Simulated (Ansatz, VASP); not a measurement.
# Cross-check of SiC between VASP and Ansatz, part 2 of 3

One calculation is typed for both programs; each brings its own data sets. How far apart do they land? The cell is taken from a series of runs on this material, whose earlier steps may have relaxed, scaled, displaced or heated it; both programs get it as it stands.

VASP 6.6.1 and Ansatz 0.2.0.

So far: The structure; VASP: zone-centre phonons, LDA.

## Step 2: VASP: zone-centre phonons, LDA (continued)

Level of this step: LDA; plane waves and PAW (C, Si) (VASP).

OUTCAR, selected parts (step 2):

```text
ion  position               nearest neighbor table
   1  0.667  0.333  0.750-   7 1.91   7 1.91   7 1.91   5 1.92
   2  0.333  0.667  0.250-   8 1.91   8 1.91   8 1.91   6 1.92
   3  1.000  1.000  0.500-   6 1.91   6 1.91   6 1.91   7 1.91
   4  1.000  1.000  0.000-   5 1.91   5 1.91   5 1.91   8 1.91
   5  0.667  0.333  0.938-   4 1.91   4 1.91   4 1.91   1 1.92   8 3.12   8 3.12   8 3.12   7 3.12
                             7 3.12   7 3.12
   6  0.333  0.667  0.438-   3 1.91   3 1.91   3 1.91   2 1.92   7 3.12   7 3.12   7 3.12   8 3.12
                             8 3.12   8 3.12
   7  1.000  1.000  0.688-   1 1.91   1 1.91   1 1.91   3 1.91   6 3.12   6 3.12   6 3.12   5 3.12
                             5 3.12   5 3.12
   8  1.000  1.000  0.188-   2 1.91   2 1.91   2 1.91   4 1.91   5 3.12   5 3.12   5 3.12   6 3.12
                             6 3.12   6 3.12

  LATTYP: Found a hexagonal cell.
 ALAT       =     3.1181772225
 C/A-ratio  =     3.2745399029

 Subroutine GETGRP returns: Found 12 space group operations
 (whereof  6 operations were pure point group operations)

The static configuration has the point symmetry C_3v.
 The point group associated with its full space group is C_6v.

 Found     36 irreducible k-points:

   k-points           NKPTS =     36   k-points in BZ     NKDIM =     36   number of bands    NBANDS=     24

   dimension x,y,z NGX =    28 NGY =   28 NGZ =   84
   dimension x,y,z NGXF=    56 NGYF=   56 NGZF=  168

   ENCUT  =  600.0 eV  44.10 Ry    6.64 a.u.   6.23  6.23 20.39*2*pi/ulx,y,z

   NELECT =      32.0000    total number of electrons

 k-points in reciprocal lattice and weights: Automatic mesh
   0.00000000  0.00000000  0.00000000       0.003
   0.11111111  0.00000000  0.00000000       0.019
   0.22222222  0.00000000  0.00000000       0.019
   0.33333333  0.00000000  0.00000000       0.019
   0.44444444  0.00000000  0.00000000       0.019
   0.11111111  0.11111111  0.00000000       0.019
   0.22222222  0.11111111  0.00000000       0.037
   0.33333333  0.11111111  0.00000000       0.037
   0.44444444  0.11111111  0.00000000       0.019
[...]
0.33333333  0.22222222  0.50000000       0.037
   0.33333333  0.33333333  0.50000000       0.006

 average (electrostatic) potential at core
       1 -49.5515       2 -49.5515       3 -49.6070       4 -49.6070       5 -82.4927
       6 -82.4927       7 -82.4496       8 -82.4496

   1 f  =   25.989126 THz   163.294495 2PiTHz  866.903933 cm-1   107.482341 meV
             X         Y         Z           dx          dy          dz
      1.559089  0.900140  7.655717    -0.000000    0.000000    0.167805
     -0.000000  1.800280  2.550419    -0.000000    0.000000   -0.167805
      1.559089  2.700421  5.109963    -0.000000    0.000000    0.591623
      1.559089  2.700421  0.004665    -0.000000   -0.000000   -0.591623
      1.559089  0.900140  9.576397     0.000000   -0.000000    0.206181
     -0.000000  1.800280  4.471099     0.000000    0.000000   -0.206181
      1.559089  2.700421  7.023587     0.000000   -0.000000   -0.281627
      1.559089  2.700421  1.918289     0.000000   -0.000000    0.281627

   2 f  =   25.723599 THz   161.626140 2PiTHz  858.046905 cm-1   106.384210 meV
             X         Y         Z           dx          dy          dz
      1.559089  0.900140  7.655717    -0.000000    0.000000   -0.588749
     -0.000000  1.800280  2.550419     0.000000    0.000000    0.588749
      1.559089  2.700421  5.109963    -0.000000    0.000000    0.169842
      1.559089  2.700421  0.004665     0.000000   -0.000000   -0.169842
      1.559089  0.900140  9.576397     0.000000   -0.000000    0.281852
     -0.000000  1.800280  4.471099     0.000000    0.000000   -0.281852
      1.559089  2.700421  7.023587     0.000000   -0.000000    0.212338
      1.559089  2.700421  1.918289    -0.000000   -0.000000   -0.212338

   3 f  =   23.584617 THz   148.186518 2PiTHz  786.698137 cm-1    97.538094 meV
             X         Y         Z           dx          dy          dz
      1.559089  0.900140  7.655717     0.000000    0.000000   -0.469866
     -0.000000  1.800280  2.550419     0.000000    0.000000   -0.469866
      1.559089  2.700421  5.109963     0.000000    0.000000    0.523166
      1.559089  2.700421  0.004665     0.000000    0.000000    0.523166
      1.559089  0.900140  9.576397    -0.000000   -0.000000   -0.067014
     -0.000000  1.800280  4.471099    -0.000000    0.000000   -0.067014
      1.559089  2.700421  7.023587    -0.000000   -0.000000    0.032128
      1.559089  2.700421  1.918289    -0.000000   -0.000000    0.032128

   4 f  =   22.441965 THz   141.007023 2PiTHz  748.583364 cm-1    92.812466 meV
             X         Y         Z           dx          dy          dz
      1.559089  0.900140  7.655717     0.247639   -0.320256   -0.000000
     -0.000000  1.800280  2.550419     0.247639   -0.320256   -0.000000
      1.559089  2.700421  5.109963     0.264094   -0.341536   -0.000000
      1.559089  2.700421  0.004665     0.264094   -0.341536   -0.000000
      1.559089  0.900140  9.576397    -0.171350    0.221597    0.000000
     -0.000000  1.800280  4.471099    -0.171350    0.221597   -0.000000
      1.559089  2.700421  7.023587    -0.163284    0.211165    0.000000
      1.559089  2.700421  1.918289    -0.163284    0.211165    0.000000

   5 f  =   22.441965 THz   141.007023 2PiTHz  748.583364 cm-1    92.812466 meV
             X         Y         Z           dx          dy          dz
      1.559089  0.900140  7.655717    -0.320256   -0.247639   -0.000000
     -0.000000  1.800280  2.550419    -0.320256   -0.247639   -0.000000
      1.559089  2.700421  5.109963    -0.341536   -0.264094    0.000000
      1.559089  2.700421  0.004665    -0.341536   -0.264094    0.000000
      1.559089  0.900140  9.576397     0.221597    0.171350   -0.000000
     -0.000000  1.800280  4.471099     0.221597    0.171350   -0.000000
      1.559089  2.700421  7.023587     0.211165    0.163284   -0.000000
      1.559089  2.700421  1.918289     0.211165    0.163284   -0.000000

   6 f  =   22.013939 THz   138.317660 2PiTHz  734.305974 cm-1    91.042297 meV
             X         Y         Z           dx          dy          dz
      1.559089  0.900140  7.655717     0.278089   -0.359627    0.000000
     -0.000000  1.800280  2.550419    -0.278089    0.359627    0.000000
      1.559089  2.700421  5.109963    -0.243943    0.315468    0.000000
      1.559089  2.700421  0.004665     0.243943   -0.315468    0.000000
      1.559089  0.900140  9.576397    -0.171267    0.221483   -0.000000
     -0.000000  1.800280  4.471099     0.171267   -0.221483   -0.000000
      1.559089  2.700421  7.023587    -0.144655    0.187069   -0.000000
      1.559089  2.700421  1.918289     0.144655   -0.187069   -0.000000

   7 f  =   22.013939 THz   138.317660 2PiTHz  734.305974 cm-1    91.042297 meV
             X         Y         Z           dx          dy          dz
      1.559089  0.900140  7.655717     0.359627    0.278089    0.000000
     -0.000000  1.800280  2.550419    -0.359627   -0.278089    0.000000
      1.559089  2.700421  5.109963    -0.315468   -0.243943    0.000000
      1.559089  2.700421  0.004665     0.315468    0.243943    0.000000
      1.559089  0.900140  9.576397    -0.221483   -0.171267   -0.000000
     -0.000000  1.800280  4.471099     0.221483    0.171267   -0.000000
      1.559089  2.700421  7.023587    -0.187069   -0.144655   -0.000000
      1.559089  2.700421  1.918289     0.187069    0.144655   -0.000000

   8 f  =   21.988578 THz   138.158307 2PiTHz  733.459997 cm-1    90.937409 meV
             X         Y         Z           dx          dy          dz
      1.559089  0.900140  7.655717    -0.000000    0.000000    0.449835
     -0.000000  1.800280  2.550419     0.000000   -0.000000    0.449835
      1.559089  2.700421  5.109963     0.000000   -0.000000    0.385334
      1.559089  2.700421  0.004665    -0.000000    0.000000    0.385334
      1.559089  0.900140  9.576397     0.000000   -0.000000   -0.275530
     -0.000000  1.800280  4.471099    -0.000000    0.000000   -0.275530
      1.559089  2.700421  7.023587     0.000000   -0.000000   -0.270646
      1.559089  2.700421  1.918289    -0.000000    0.000000   -0.270646

   9 f  =   21.769450 THz   136.781486 2PiTHz  726.150675 cm-1    90.031169 meV
             X         Y         Z           dx          dy          dz
      1.559089  0.900140  7.655717     0.241815   -0.312713   -0.000000
     -0.000000  1.800280  2.550419    -0.241815    0.312713   -0.000000
      1.559089  2.700421  5.109963     0.276996   -0.358207   -0.000000
      1.559089  2.700421  0.004665    -0.276996    0.358207   -0.000000
      1.559089  0.900140  9.576397     0.145892   -0.188666    0.000000
     -0.000000  1.800280  4.471099    -0.145892    0.188666    0.000000
      1.559089  2.700421  7.023587    -0.174976    0.226277    0.000000
      1.559089  2.700421  1.918289     0.174976   -0.226277    0.000000

  10 f  =   21.769450 THz   136.781486 2PiTHz  726.150675 cm-1    90.031169 meV
             X         Y         Z           dx          dy          dz
      1.559089  0.900140  7.655717    -0.312713   -0.241815    0.000000
     -0.000000  1.800280  2.550419     0.312713    0.241815    0.000000
      1.559089  2.700421  5.109963    -0.358207   -0.276996    0.000000
      1.559089  2.700421  0.004665     0.358207    0.276996    0.000000
      1.559089  0.900140  9.576397    -0.188666   -0.145892   -0.000000
     -0.000000  1.800280  4.471099     0.188666    0.145892   -0.000000
      1.559089  2.700421  7.023587     0.226277    0.174976   -0.000000
      1.559089  2.700421  1.918289    -0.226277   -0.174976   -0.000000

  11 f  =   21.439223 THz   134.706611 2PiTHz  715.135503 cm-1    88.665462 meV
             X         Y         Z           dx          dy          dz
      1.559089  0.900140  7.655717     0.272096   -0.351885    0.000000
     -0.000000  1.800280  2.550419     0.272096   -0.351885    0.000000
      1.559089  2.700421  5.109963    -0.256802    0.332106    0.000000
      1.559089  2.700421  0.004665    -0.256802    0.332106    0.000000
    [... 145 further lines ...]
      1.559089  2.700421  7.023587     0.000000   -0.000000   -0.418447
      1.559089  2.700421  1.918289     0.000000   -0.000000   -0.418447

 MACROSCOPIC STATIC DIELECTRIC TENSOR IONIC CONTRIBUTION
 ------------------------------------------------------
           3.421258    -0.000000     0.000000
          -0.000000     3.421258     0.000000
           0.000000     0.000000     3.809632
 ------------------------------------------------------

 ELASTIC MODULI CONTR FROM IONIC RELAXATION (kBar)
 Direction    XX          YY          ZZ          XY          YZ          ZX
 --------------------------------------------------------------------------------
 XX        -281.1098    174.6775    101.6381      0.0000     -0.0000     -0.0000
 YY         174.6775   -281.1098    101.6381      0.0000     -0.0000      0.0000
 ZZ         101.6381    101.6381   -195.2098     -0.0000      0.0000      0.0000
 XY           0.0000      0.0000     -0.0000   -227.8936      0.0000      0.0000
 YZ          -0.0000      0.0000      0.0000      0.0000    -55.8348      0.0000
 ZX          -0.0000      0.0000      0.0000      0.0000      0.0000    -61.1057
 --------------------------------------------------------------------------------

 PIEZOELECTRIC TENSOR IONIC CONTR  for field in x, y, z        (C/m^2)
          XX          YY          ZZ          XY          YZ          ZX
  --------------------------------------------------------------------------------
  x     0.00000    -0.00000    -0.00000    -0.00000    -0.00000     0.42806
  y    -0.00000     0.00000    -0.00000    -0.00000     0.40878    -0.00000
  z     0.42230     0.42230    -0.80941    -0.00000     0.00000     0.00000
```

Energies printed during the response cycles are not total energies of the cell.

(Continued in part 3 of 3.)

[Lines on the potential files, build, host, timing and source positions are cut from VASP's logs without a mark.]

[Logs are printed without paths, hosts, clocks, repeated set-up lines and the standing remarks that a program may print on its own settings, such as how far it seeks lower states.]

[Hosts, paths, dates, database ids (printed as entryN), source tags and the programs' standing remarks are cut or masked in the printed files.]
